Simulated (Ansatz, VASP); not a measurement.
# Mg (Magnesium): VASP beside Ansatz, part 2 of 2

One calculation is typed for both programs; each brings its own data sets. How far apart do they land? The cell is taken from a series of runs on this material, whose earlier steps may have relaxed, scaled, displaced or heated it; both programs get it as it stands.

VASP 6.6.1 and Ansatz 0.2.0.

So far: The starting structure; VASP: zone-centre phonons, PBEsol, pair 1; Ansatz: zone-centre phonons, PBEsol, pair 1; Side by side.

**5. VASP: zone-centre phonons, PBEsol, pair 2**

Level of this step: PBEsol; plane waves and PAW (Mg) (VASP).

Second derivatives magnify differences that forces hide, and they need a tight electronic threshold. The cell compared in this pair holds 44.32 Å³, against 44.12 Å³ for the pair before.

INCAR

```
SYSTEM = Mg
PREC = Accurate
ENCUT = 600
EDIFF = 1E-08
NELM = 120
ISMEAR = 1
SIGMA = 0.2
LREAL = .FALSE.
ALGO = Normal
GGA = PS
NBANDS = 8
LORBIT = 11
LWAVE = .FALSE.
LCHARG = .FALSE.
ISIF = 2
IBRION = 8
LASPH = .TRUE.
GGA_COMPAT = .FALSE.
KPAR = 2
```

POSCAR

```
Mg
1.0
    3.1589239266      0.0000000000      0.0000000000
   -1.5794619633      2.7357083690      0.0000000000
    0.0000000000      0.0000000000      5.1289156677
Mg
2
Direct
    0.3333333333      0.6666666667      0.2500000000
    0.6666666667      0.3333333333      0.7500000000
```

KPOINTS

```
Automatic mesh
0
Gamma
15 15 8
0 0 0
```

Potentials, in the order of the species: Mg (PBE family, release 64).

Run with:

```console
$ mpirun -np 2 vasp_std
```

Numbers of over 12 decimals in the logs are rounded to 6 here.

Output:

```text
[banner, memory and clock lines left out]
running    2 mpi-ranks, on    1 nodes
[...]
[... a notice as in an earlier step ...]

 LDA part: xc-table for (Slater+PW92), standard interpolation
 POSCAR, INCAR and KPOINTS ok, starting setup
[...]
entering main loop
       N       E                     dE             d eps       ncg     rms          rms(c)
DAV:   1    -0.675147221003E+00   -0.67515E+00   -0.14428E+03  2160   0.398E+02
DAV:   2    -0.345059844358E+01   -0.27755E+01   -0.26752E+01  2872   0.236E+01
DAV:   3    -0.346610080363E+01   -0.15502E-01   -0.15445E-01  2888   0.232E+00
DAV:   4    -0.346614892824E+01   -0.48125E-04   -0.48122E-04  3168   0.104E-01
[...]
DAV:   9    -0.344601570824E+01    0.26367E-06   -0.90437E-07  2472   0.459E-03    0.578E-04
DAV:  10    -0.344601558584E+01    0.12241E-06   -0.36585E-09  3208   0.368E-04    0.125E-04
DAV:  11    -0.344601558257E+01    0.32713E-08   -0.17357E-10  1624   0.113E-04
   1 F= -.34460156E+01 E0= -.34456896E+01  d E =-.977962E-03
[...]
RMM:   8    -0.130716498940E-02   -0.17556E-08   -0.26414E-10 14737   0.253E-06    0.368E-07
 first order change of Fermi-energy   0.28519E-06
 force on displaced ion       1 direction 1 :  -0.755   0.000   0.000
 Linear response progress:
  Degree of freedom:   2/  2
       N       E                     dE             d eps       ncg     rms          rms(c)
RMM:   1    -0.124239558197E-01   -0.12424E-01   -0.64684E-02  6952   0.300E-01
RMM:   2    -0.412213778633E-02    0.83018E-02   -0.10575E-03  4734   0.420E-02    0.300E-02
RMM:   3    -0.400414514749E-02    0.11799E-03    0.29640E-06  4777   0.138E-02    0.136E-02
RMM:   4    -0.403520393030E-02   -0.31059E-04   -0.15149E-06  4824   0.745E-03    0.523E-03
RMM:   5    -0.403493939801E-02    0.26453E-06    0.46968E-07  4834   0.408E-03    0.275E-04
RMM:   6    -0.403532112078E-02   -0.38172E-06    0.14602E-06  4968   0.251E-04    0.154E-04
RMM:   7    -0.403571138600E-02   -0.39027E-06    0.11485E-07  5043   0.103E-04    0.556E-06
RMM:   8    -0.403575131816E-02   -0.39932E-07   -0.15494E-08  5202   0.118E-05    0.220E-06
RMM:   9    -0.403574424202E-02    0.70761E-08    0.38979E-08  4912   0.325E-06    0.713E-07
 first order change of Fermi-energy  -0.31066E-05
 force on displaced ion       1 direction 3 :   0.000   0.000  -2.959
 Linear response finished
```

From OUTCAR (step 5):

```text
  Total        0.2259188      0.2259188     -0.0075168      0.0000000      0.0000000      0.0000000
  in kB        8.1663601      8.1663601     -0.2717104      0.0000000      0.0000000      0.0000000
  external PRESSURE =       5.3536699 kB  Pullay stress =       0.0000000 kB

 POSITION                                       TOTAL-FORCE (eV/Angst)
 -----------------------------------------------------------------------------------
     -0.00000      1.82381      1.28223        -0.000000      0.000000      0.000000
      1.57946      0.91190      3.84669         0.000000     -0.000000      0.000000
 -----------------------------------------------------------------------------------
    total drift:                                0.000000     -0.000000      0.000000

[... 1 part as in an earlier step ...]

[... 1 further part left out ...]
```

**6. Ansatz: zone-centre phonons, PBEsol, pair 2**

The same cell, functional, mesh and smearing now go to Ansatz, which takes its cutoff from its data sets.

The cell is taken from a series of runs on this material, whose earlier steps may have relaxed, scaled, displaced or heated it; both programs get it as it stands.

input.yaml

```yaml
crystal:
  lattice:
    - [3.1589239266, 0.0, 0.0]
    - [-1.5794619633, 2.735708369, 0.0]
    - [0.0, 0.0, 5.1289156677]
  atoms:
    - { symbol: Mg, position: [0.3333333333, 0.6666666667, 0.25] }
    - { symbol: Mg, position: [0.6666666667, 0.3333333333, 0.75] }
kpoints:
  mp_grid: { grid: [15, 15, 8] }
hamiltonian:
  xc: pbesol
  pseudopotentials: { kind: paw, azcp: { folder: soft_1 }, xc_functional: pbe }
scf:
  occupations: { method: methfessel_paxton, width: 0.2 }
output:
  eigenvalues: true
phonons:
  method: dfpt
```

Run with:

```console
$ ansatz run input.yaml --threads 4 --pin off --max-ram 10240MiB --backend cpu --events-out ev --progress --plain --runs-dir out
```

Output:

```text
[...]
Crystal: 2 atoms, lattice volume = 44.324 Å³
Basis set: ecut = 420 eV, 845 PW (Γ), exchange–correlation on 48×48×72 points (8 copies of the dense FFT grid, shifted against one another)
Bands: 14, of which v1, the nominal top of the filled ones, is band 10 counted from 1 (9 counted from 0)
Symmetry: 24 space group operations
k-points: 320 of 1800 (irreducible under 4 space group operations, time reversal used)
[...]
k-point 1: bands = [... 6 lower, -36.6664, -36.6664, -1.1347, 3.0619, 5.8242, 16.9611, 17.0507, 17.0507]
  k-point 2: bands = [... 6 lower, -36.6670, -36.6670, -0.8656, 1.9500, 7.3975, 15.0291, 17.2489, 17.2489]
  k-point 319: bands = [... 6 lower, -36.6748, -36.6748, 3.4009, 3.4009, 8.3731, 8.3731, 9.8909, 9.8909]
[...]
ASR residual: 7.329e-5 → 0.000e0 eV/Å²; symmetrization residual: 6.835e-13 eV/Å²
  ASR residual per site (eV/Å²): 7.33e-5 7.33e-5
  Γ frequencies (cm⁻¹): 0.00 0.00 0.00 129.50 129.50 256.35
[...]
[key lines of the parts left out:]
SCF converged after 7 iterations
Free energy (F): -3824.102613 eV
Fermi energy:    5.850156 eV
```

**7. Differences**

What differs besides the data sets and the points named for the pairs above, as far as they apply: the data sets hold 20 valence electrons in Ansatz (on its PAW soft_1 files) and 4 in VASP. Total energies have different zeros and are not compared.

The two programs side by side:

```csv
quantity,Ansatz,VASP,difference
optical mode 1 to 2 (cm⁻¹),129.5,130.0,-0.37 %
optical mode 3 (cm⁻¹),256.4,257.3,-0.38 %
```

Modes are paired by rising frequency, not by their patterns, so a pair may set unlike modes beside each other; they are those without the splitting of longitudinal modes.

**8. What came out**

| Item | Value |
| --- | --- |
| r.m.s. difference of the optical zone-centre modes, each program's sorted by frequency (zone-centre phonons, PBEsol, pair 1) | 0.74 cm⁻¹ |
| r.m.s. difference of the optical zone-centre modes, each program's sorted by frequency (zone-centre phonons, PBEsol, pair 2) | 0.69 cm⁻¹ |

**Reading.** The r.m.s. difference of the optical zone-centre modes, each program's sorted by frequency is 0.74 cm⁻¹ (zone-centre phonons, PBEsol, pair 1). The data sets hold unlike numbers of valence electrons (20 in Ansatz and 4 in VASP), so part of the differences comes from the potentials. Such differences can come from data sets, numerical settings and the points named under the comparisons, not from the functional's error against experiment.

[Lines on the potential files, build, host, timing and source positions are cut from VASP's logs without a mark.]

[Logs are printed without paths, hosts, clocks, repeated set-up lines and the standing remarks that a program may print on its own settings, such as how far it seeks lower states.]

[Hosts, paths, dates, database ids (printed as entryN), source tags and the programs' standing remarks are cut or masked in the printed files.]
